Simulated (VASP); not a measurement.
The system is In3SbO4.

```xyz
8
Lattice="-3.5655 3.5655 3.0006 3.5655 -3.5655 3.0006 3.5655 3.5655 -3.0006" Properties=species:S:1:pos:R:3 pbc="T T T"
In    0.0000    3.5655    0.0000
In    3.5655    0.0000    0.0000
In    0.0000    0.0000    3.0006
Sb    0.0000    0.0000    0.0000
O     1.2213    4.7868    1.5003
O    -1.2213    2.3442    1.5003
O     4.7868   -1.2213    1.5003
O     2.3442    1.2213    1.5003
```

The cell was built by a generator and needn't be a form met in nature.

| Property | Result |
| --- | --- |
| Program | VASP 6.6.1 |
| Task | relaxation of cell and atoms |
| Functional | PBE |
| Potentials or basis | VASP PAW PBE potentials, release 64 (In_d, Sb, O) |
| Cutoff | 520 eV |
| k mesh | 3 × 3 × 3 |
| Occupations | gaussian, width 0.15 eV |
| Spin | no spin polarisation |

At the start: pressure -9.8 GPa; volume 19.07 Å³/atom.

Task: Where does the relaxation end?

Result: Over 10 steps the energy falls by 123.3 meV/atom and the volume is 17.37 Å³/atom (-9.0 %); space group I422 (No. 97, to 0.05 Å).

Step by step:
```tsv
step	energy change (eV)	largest force (eV/Å)	pressure (GPa)	volume (Å³)
1	0.0000	1.7615	-9.77	152.58
2	-0.7062	0.2561	7.37	128.31
3	-0.8551	0.5146	0.83	134.65
4	-0.8549	0.4659	1.56	134.25
5	-0.9471	0.2468	1.10	135.35
6	-0.9710	0.0330	0.85	136.34
7	-0.9712	0.0612	0.84	136.26
8	-0.9798	0.1421	-0.26	138.26
9	-0.9801	0.1515	-0.35	138.49
10	-0.9867	0.0770	-0.05	138.92
```

Final structure:
```
CELL_PARAMETERS angstrom
-3.41578 3.41578 2.97670
3.41578 -3.41578 2.97670
3.41578 3.41578 -2.97670
ATOMIC_POSITIONS crystal
In 0.50000 0.00000 0.50000
In 0.00000 0.50000 0.50000
In 0.50000 0.50000 0.00000
Sb 0.00000 0.00000 0.00000
O 0.90826 0.40826 0.81653
O 0.59174 0.09174 0.18347
O 0.09174 0.90826 0.50000
O 0.40826 0.59174 0.50000
```

Caveat: the k mesh is coarse (spacing up to 0.46 Å⁻¹), so the values aren't converged.
